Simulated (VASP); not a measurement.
VASP input:

POSCAR:
```
Sr4P2O
1
   -2.4480510000     2.4480510000     8.1336510000
    2.4480510000    -2.4480510000     8.1336510000
    2.4480510000     2.4480510000    -8.1336510000
Sr P O
4 2 1
Direct
  0.6750600000   0.6750600000   0.0000000000
  0.3249400000   0.3249400000   0.0000000000
  0.5000000000   0.0000000000   0.5000000000
  0.0000000000   0.5000000000   0.5000000000
  0.8649400000   0.8649400000   0.0000000000
  0.1350600000   0.1350600000   0.0000000000
  0.5000000000   0.5000000000   0.0000000000
```

**INCAR**
```
LWAVE=.FALSE.
NELM=100
LASPH=.TRUE.   ! aspherical one-centre terms
ISMEAR=-1
ENCUT=400
EDIFF=1E-6   ! SCF stop (eV)
LREAL=.FALSE.   ! projection in real space or not
SYSTEM=Sr4P2O
SIGMA=0.01   ! width (eV)
LCHARG=.FALSE.
PREC=Accurate
ISIF=2   ! forces and stress, cell fixed
ALGO=Normal   ! blocked Davidson
LMAXMIX=4   ! l cut-off of mixed one-centre charges
```

**KPOINTS**
```
kpoints
0
gamma
 1 1 1
```

POTCAR, in this order: Sr_sv P O (LDA.64 set). Program: vasp_std.

### Question
Translate this LDA calculation to Quantum ESPRESSO's pw.x.

### Answer
One equivalent input (not run):
```
&CONTROL
  calculation = 'scf'
  pseudo_dir = './pseudo'
  outdir = './out'
  tprnfor = .true.
  tstress = .true.
/
&SYSTEM
  ibrav = 0
  nat = 7
  ntyp = 3
  ecutwfc = 84
  occupations = 'smearing'
  smearing = 'fermi-dirac'
  degauss = 0.000735
  input_dft = 'pz'
/
&ELECTRONS
  conv_thr = 7.3e-08
  electron_maxstep = 100
/
ATOMIC_SPECIES
  Sr 87.620 Sr.upf
  P 30.974 P.upf
  O 15.999 O.upf
CELL_PARAMETERS angstrom
    -2.4480510    2.4480510    8.1336510
     2.4480510   -2.4480510    8.1336510
     2.4480510    2.4480510   -8.1336510
ATOMIC_POSITIONS crystal
  Sr   0.6750600  0.6750600  0.0000000
  Sr   0.3249400  0.3249400  0.0000000
  Sr   0.5000000  0.0000000  0.5000000
  Sr   0.0000000  0.5000000  0.5000000
  P    0.8649400  0.8649400  0.0000000
  P    0.1350600  0.1350600  0.0000000
  O    0.5000000  0.5000000  0.0000000
K_POINTS automatic
  1 1 1 0 0 0
```
Limits of the translation: the potentials are each code's own (VASP's PAW set, PseudoDojo norm-conserving files in pw.x), so ENCUT and ecutwfc are chosen apart and not converted; conv_thr bounds pw.x's estimated SCF error, while EDIFF bounds the energy change between steps.

The structure comes from a computed database's Sr4P2O entry; how it stands against other phases isn't given here. The cell was not relaxed at this level. The k-mesh is coarse (spacing up to 1.81 per Å, 2π included), so the numbers may not be converged in it. The run is one of a series of settings (KPOINTS 1×1×1 Γ-centred mesh against the base run), some of them coarse on purpose.
